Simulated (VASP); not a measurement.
```xyz
2
Lattice="2.8932 0.0000 0.0000 0.0000 2.8932 0.0000 0.0000 0.0000 2.8932" Properties=species:S:1:pos:R:3 pbc="T T T"
Ca     0.0000     0.0000     0.0000
O      1.4466     1.4466     1.4466
```

All values below come from PBEsol GGA, VASP's PBE PAW potentials (set 64) (plane waves; VASP). Numerical set-up: 520 eV cut-off, 10×10×10 Γ-centred mesh, tetrahedra with Blöchl corrections, potentials Ca_sv O.

Q: The job: CaO (relaxed from the CsCl type structure, space group Pm-3m), 2 atoms, PBEsol, static run, 520 eV, 10×10×10 Γ-centred mesh. Roughly how much core time does it take on a busy server core?

A: About 6 core-seconds (one run on a shared machine, a rough figure). It had 56 irreducible k-points, 12 bands, up to 672 plane waves and 13 electronic steps.

The structure was generated: CaO was put into the CsCl type type (Pm-3m), which need not be its known phase. It was relaxed first, which changed the volume by -22 %.
